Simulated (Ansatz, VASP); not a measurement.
# Ni (Ni(100) film of 3 layers) in two plane-wave programs, part 3 of 3

One calculation is typed for both programs; each brings its own data sets. How far apart do they land? Of the first pair: The structure shown is the end of the Ansatz relaxation below.

VASP 6.6.1 and Ansatz 0.2.0.

So far. Step 6 (VASP: single point, PBE, start cell, pair 2): The run ends at a pressure of -1.51 GPa, with forces up to 0.31 eV/Å.

**8. Ansatz: relaxation, PBE**

Level of this step: Ansatz beside VASP: Kohn-Sham DFT, plane waves, PBE (Ansatz).

This run makes the geometry at which the two programs are then compared.

The structure compared here is the end of the Ansatz relaxation.

input.yaml

```yaml
crystal:
  lattice:
    - [2.48902, 0.0, 0.0]
    - [0.0, 2.48902, 0.0]
    - [0.0, 0.0, 14.52]
  atoms:
    - { symbol: Ni, position: [0.0, 0.0, 0.37878788], spin: 0.88 }
    - { symbol: Ni, position: [0.5, 0.5, 0.5], spin: 0.82 }
    - { symbol: Ni, position: [0.0, 0.0, 0.62121212], spin: 0.88 }
  periodic: [true, true, false]
kpoints:
  mp_grid: { grid: [12, 12, 1] }
hamiltonian:
  xc: pbe
  pseudopotentials: { kind: paw, azcp: { folder: soft_1 } }
scf:
  occupations: { method: gaussian, width: 0.1 }
output:
  forces: true
  stress: true
  eigenvalues: true
  populations: true
  write_density: true
  write_potential: true
  elf: true
  volumetric_format: npy
magnetization:
  spin_polarized: true
relax:
  adjacent_minimum: "off"
  f_tol: 0.005
  max_steps: 80
  cell: { stress_2d_tol: 0.02 }
```

Launch:

```bash
ansatz run input.yaml --threads 8 --pin off --max-ram 20480MiB --backend cpu --events-out ev --progress --plain --runs-dir out
```

Numbers of over 12 decimals in the logs are rounded to 6 here.

The log of the run:

```text
[...]
Crystal: 3 atoms, lattice volume = 191.061 Å³
Basis set: ecut = 420 eV, 3703 PW (Γ), exchange–correlation on 36×36×432 points (8 copies of the dense FFT grid, shifted against one another)
Bands: 34, of which v1, the nominal top of the filled ones, is band 27 counted from 1 (26 counted from 0)
[...]
- [0, 2.419183, 0.0]
    - [0.0, 0.0, 30.8399999296]
  atoms:
    - { symbol: Ni, position: [0, 0, 0.178042] }
    - { symbol: Ni, position: [0.5, 0.5, 0.235409] }
    - { symbol: Ni, position: [0, 0, 0.292775] }
--- Löwdin populations: 3 sites ---
  site symbol       q [e]    m [muB]
     0     Ni     17.7995     0.7644
     1     Ni     17.7613     0.6674
     2     Ni     17.7995     0.7644
  spilling = 0.011847 (of n_electrons = 54.000000)
[key lines of the parts left out:]
SCF converged after 10 iterations
Magnetization: 2.1056 μB (28.0528 up, 25.9472 down)
Free energy (F): -17517.484786 eV
Fermi energy:    -4.984385 eV
P = ½ c Tr σ = 0.0004 N/m
```

**9. VASP: single point, PBE, relaxed cell, pair 3**

The same cell, functional, mesh and smearing now go to VASP, with its own data sets.

INCAR

```
SYSTEM = Ni
PREC = Accurate
ENCUT = 520
EDIFF = 1E-06
NELM = 200
ISMEAR = 0
SIGMA = 0.1
LREAL = .FALSE.
ALGO = Normal
GGA = PE
NBANDS = 24
ISPIN = 2
MAGMOM = 0.77 0.68 0.77
LASPH = .TRUE.
LMAXMIX = 4
LORBIT = 11
LWAVE = .FALSE.
LCHARG = .FALSE.
ISIF = 2
LDIPOL = .TRUE.
IDIPOL = 3
DIPOL = 0.5 0.5 0.235
LVHAR = .TRUE.
GGA_COMPAT = .FALSE.
NELMDL = -8
KPAR = 2
```

POSCAR

```
Ni
1.0
    2.4191829401      0.0000000000      0.0000000000
    0.0000000000      2.4191829401      0.0000000000
    0.0000000000      0.0000000000     30.8399999296
Ni
3
Direct
    0.0000000000      0.0000000000      0.1780422878
    0.5000000000      0.5000000000      0.2354085609
    0.0000000000      0.0000000000      0.2927748339
```

KPOINTS

```
Automatic mesh
0
Gamma
12 12 1
0 0 0
```

PAW data sets: Ni (PBE family, release 64).

Launch:

```bash
mpirun -np 2 vasp_std
```

The log of the run:

```text
[... set-up lines as in an earlier step ...]
 entering main loop
       N       E                     dE             d eps       ncg     rms          rms(c)
DAV:   1     0.179656009730E+03    0.17966E+03   -0.11958E+04  2688   0.108E+03
DAV:   2    -0.915572605761E+01   -0.18881E+03   -0.17929E+03  2824   0.257E+02
DAV:   3    -0.172502554614E+02   -0.80945E+01   -0.79837E+01  3248   0.753E+01
DAV:   4    -0.173560840196E+02   -0.10583E+00   -0.10581E+00  3600   0.950E+00
[...]
DAV:  36    -0.147463719247E+02   -0.54512E-05   -0.28480E-08  2016   0.937E-04    0.115E-04
DAV:  37    -0.147463733958E+02   -0.14711E-05   -0.78294E-09  2080   0.325E-04    0.758E-05
DAV:  38    -0.147463738883E+02   -0.49249E-06   -0.20472E-09  1888   0.212E-04
   1 F= -.14746374E+02 E0= -.14733930E+02  d E =-.248879E-01  mag=     2.0667
```

OUTCAR, selected parts (step 9):

```text
  Total       -0.0108153     -0.0108153      0.0137844      0.0000000     -0.0000000     -0.0000000
  in kB       -0.0960062     -0.0960062      0.1223622      0.0000000     -0.0000000     -0.0000000
  external PRESSURE =      -0.0232167 kB  Pullay stress =       0.0000000 kB

 POSITION                                       TOTAL-FORCE (eV/Angst)
 -----------------------------------------------------------------------------------
      0.00000      0.00000      5.49082        -0.000000      0.000000     -0.004798
      1.20959      1.20959      7.26000         0.000000     -0.000000     -0.000000
      0.00000      0.00000      9.02918         0.000000      0.000000      0.004798
 -----------------------------------------------------------------------------------
    total drift:                                0.000000      0.000000     -0.000061

  FREE ENERGIE OF THE ION-ELECTRON SYSTEM (eV)
  ---------------------------------------------------
  free  energy   TOTEN  =       -14.7463738883 eV

  energy  without entropy=      -14.7214859549  energy(sigma->0) =      -14.73392992

 magnetization (x)
# of ion       s       p       d       tot
------------------------------------------
    1       -0.001  -0.017   0.750   0.732
    2       -0.008  -0.024   0.668   0.635
    3       -0.001  -0.017   0.750   0.732
--------------------------------------------------
tot         -0.010  -0.059   2.168   2.099

[... 1 part as in an earlier step ...]

[... 2 further parts left out ...]
[key lines of the parts left out:]
E-fermi :  -2.3311
```

The run ends at a pressure of 0.00 GPa, with forces up to 0.0048 eV/Å.

**10. Side by side**

What differs besides the data sets and the points named for the pairs above, as far as they apply: the data sets hold 54 valence electrons in Ansatz (on its PAW soft_1 files) and 30 in VASP. Total energies have different zeros and are not compared.

Compared:

```csv
quantity,Ansatz,VASP,difference
total moment (μB),2.11,2.07,+0.04
moment on Ni1 (μB),0.77,0.73,+0.04
moment on Ni3 (μB),0.77,0.73,+0.04
moment on Ni2 (μB),0.68,0.64,+0.05
```

At this near-relaxed geometry the largest component of a force difference is 5 meV/Å. With vacuum in the cell, a pressure given here is an average over mostly empty space and none of the material.

**11. Summary of results**

| Quantity | Value |
| --- | --- |
| difference in total moment (single point, PBE, relaxed cell, pair 1) | 0.039 μB |
| r.m.s. force difference (single point, PBE, start cell, pair 2) | 3.1 meV/Å |
| difference in total moment (single point, PBE, relaxed cell, pair 3) | 0.039 μB |

The r.m.s. force difference is 3.1 meV/Å (single point, PBE, start cell, pair 2), within the 12 meV/Å picked in this series as the mark of a large difference. The data sets hold unlike numbers of valence electrons (54 in Ansatz and 30 in VASP), so part of the differences comes from the potentials. Such differences can come from data sets, numerical settings and the points named under the comparisons, not from the functional's error against experiment.

[Lines on the potential files, build, host, timing and source positions are cut from VASP's logs without a mark.]

[Logs are printed without paths, hosts, clocks, repeated set-up lines and the standing remarks that a program may print on its own settings, such as how far it seeks lower states.]

[Hosts, paths, dates, database ids (printed as entryN), source tags and the programs' standing remarks are cut or masked in the printed files.]
